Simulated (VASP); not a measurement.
Given:

```xyz
1
Lattice="-3.0500 3.0500 3.0500 3.0500 -3.0500 3.0500 3.0500 3.0500 -3.0500" Properties=species:S:1:pos:R:3 pbc="T T T"
Cs     0.0000     0.0000     0.0000
```

The numbers are results of optB86b-vdW, VASP's PBE PAW potentials (set 64) (plane waves; VASP), not measurements. Run with 520 eV cut-off, 8×8×8 Γ-centred mesh, first-order Methfessel-Paxton smearing of 0.10 eV, potentials Cs_sv.

Energy and stress use the plane-wave basis of the starting cell.

Question: The ions, cell shape and volume are relaxed. Give the cell that the relaxation ends in.

Answer: 
```xyz
1
Lattice="-2.9681 2.9681 2.9681 2.9681 -2.9681 2.9681 2.9681 2.9681 -2.9681" Properties=species:S:1:pos:R:3 pbc="T T T"
Cs     5.9361     0.0000     0.0000
```
Space group Im-3m (229), at a tolerance of 0.03 Å.

Question: How do energy and volume change from the first to the last step?

Answer: The energy (σ→0) changes by -4.3 meV/atom and the volume by -7.8 %, in 4 ionic steps.

The compound is Cs in the bcc structure. This run relaxes it. Symmetry was kept, so distortions that lower it aren't found.
